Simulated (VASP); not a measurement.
GW runs with VASP on LiCl (rock salt), on PBE orbitals with a Kohn-Sham gap of 6.29 eV on the mesh.

```cif
data_ClLi
_chemical_formula_sum 'Li1 Cl1'
_space_group_name_H-M_alt 'P 1'
_space_group_IT_number 1
_cell_length_a 3.63453
_cell_length_b 3.63453
_cell_length_c 3.63453
_cell_angle_alpha 60.000
_cell_angle_beta 60.000
_cell_angle_gamma 60.000
loop_
_space_group_symop_operation_xyz
  'x, y, z'
loop_
_atom_site_label
_atom_site_type_symbol
_atom_site_fract_x
_atom_site_fract_y
_atom_site_fract_z
_atom_site_occupancy
Li1 Li 0.00000 0.00000 0.00000 1
Cl1 Cl 0.50000 0.50000 0.50000 1
```

Settings: PREC = Normal, 500 eV cut-off, 4×4×4 Γ-centred mesh, Gaussian smearing of 0.010 eV, potentials Li_sv_GW Cl_GW.

The mesh is coarse and the basis finite, so the quasiparticle values are not converged.

```json
[
 {"run": "run 1", "level": "G0W0@PBE, 1 step(s)", "NBANDS": "64", "ENCUTGW (eV)": "150", "QP gap (eV)": "8.70", "smallest direct QP gap (eV)": "8.70"},
 {"run": "run 2", "level": "G0W0@PBE, 1 step(s)", "NBANDS": "160", "ENCUTGW (eV)": "200", "QP gap (eV)": "8.87", "smallest direct QP gap (eV)": "8.87"},
 {"run": "run 3", "level": "evGW0@PBE, 4 step(s)", "NBANDS": "160", "ENCUTGW (eV)": "200", "QP gap (eV)": "?", "smallest direct QP gap (eV)": "?"}
]
```

Fill in the missing entries.

- run 3, QP gap (eV): 9.33
- run 3, smallest direct QP gap (eV): 9.33

Left out are failed runs and those that VASP or the mesh makes unfit.

The compound is LiCl in the rock salt structure. The cell was not relaxed at this level.
